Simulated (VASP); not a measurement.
Output of a VASP run:

OSZICAR:
```
       N       E                     dE             d eps       ncg     rms          rms(c)
DAV:   1     0.332402928066E+02    0.33240E+02   -0.48491E+03  3282   0.868E+02
DAV:   2    -0.270193718933E+01   -0.35942E+02   -0.34074E+02  3040   0.175E+02
DAV:   3    -0.295622685837E+01   -0.25429E+00   -0.25424E+00  3441   0.180E+01
DAV:   4    -0.295675869672E+01   -0.53184E-03   -0.53183E-03  3318   0.788E-01
DAV:   5    -0.295676221819E+01   -0.35215E-05   -0.35204E-05  3360   0.587E-02    0.464E+00
RMM:   6    -0.272240496935E+01    0.23436E+00   -0.56750E-01  2970   0.860E+00    0.303E+00
RMM:   7    -0.271638677322E+01    0.60182E-02   -0.96299E-03  2970   0.139E+00    0.179E+00
RMM:   8    -0.271391324704E+01    0.24735E-02   -0.73938E-04  2970   0.295E-01    0.179E-01
RMM:   9    -0.271389223355E+01    0.21013E-04   -0.14845E-04  2970   0.134E-01    0.668E-02
RMM:  10    -0.271389427466E+01   -0.20411E-05   -0.20612E-05  2206   0.446E-02
   1 F= -.27138943E+01 E0= -.27139325E+01  d E =-.271389E+01
```

OUTCAR:
```
------------------------ aborting loop because EDIFF is reached ----------------------------------------
  FORCE on cell =-STRESS in cart. coord.  units (eV):
  Direction    XX          YY          ZZ          XY          YZ          ZX
  --------------------------------------------------------------------------------------
  Total       -0.0304521     -0.0304521     -0.0304521     -0.0000000      0.0000000      0.0000000
  in kB       -2.7355055     -2.7355055     -2.7355055     -0.0000000      0.0000000      0.0000000
  external PRESSURE =      -2.7355055 kB  Pullay stress =       0.0000000 kB
  volume of cell :       17.84
      direct lattice vectors                 reciprocal lattice vectors
     0.000000000  2.073736401  2.073736401    -0.241110683  0.241110683  0.241110683
     2.073736401  0.000000000  2.073736401     0.241110683 -0.241110683  0.241110683
     2.073736401  2.073736401  0.000000000     0.241110683  0.241110683 -0.241110683
 POSITION                                       TOTAL-FORCE (eV/Angst)
 -----------------------------------------------------------------------------------
      0.00000      0.00000      0.00000        -0.000000     -0.000000      0.000000
 -----------------------------------------------------------------------------------
    total drift:                               -0.000000     -0.000000     -0.000000
  FREE ENERGIE OF THE ION-ELECTRON SYSTEM (eV)
  ---------------------------------------------------
  free  energy   TOTEN  =        -2.7138942747 eV

  energy  without entropy=       -2.7140090263  energy(sigma->0) =       -2.71393253

 reached required accuracy - stopping structural energy minimisation
```
(Selected blocks of OUTCAR.)

### POSCAR
```
Ag
1
   -0.0000000000     2.0737364013     2.0737364013
    2.0737364013    -0.0000000000     2.0737364013
    2.0737364013     2.0737364013    -0.0000000000
Ag
1
Direct
  0.0000000000   0.0000000000   0.0000000000
```

Question: Write an INCAR and KPOINTS that could have produced this output.

Answer: Several could match; the one computed here: the input of the run itself, PBE GGA, plane waves, VASP's PBE PAW potentials (set 64).

**INCAR**
```
SYSTEM = Ag
PREC = Normal
ENCUT = 400
EDIFF = 1E-5
NELM = 100
ALGO = Fast
LREAL = .FALSE.
LASPH = .TRUE.
ISMEAR = 1
SIGMA = 0.1
GGA = PE
LMAXMIX = 4
LWAVE = .FALSE.
LCHARG = .FALSE.
NELMIN = 4
IBRION = 2
ISIF = 2
NSW = 20
EDIFFG = -0.03
```

File KPOINTS:
```
Automatic mesh
0
Gamma
17 17 17
0 0 0
```

POTCAR, in this order: Ag (PBE.64 set). Program: vasp_std.

The compound is Ag in the fcc structure. It was relaxed first.
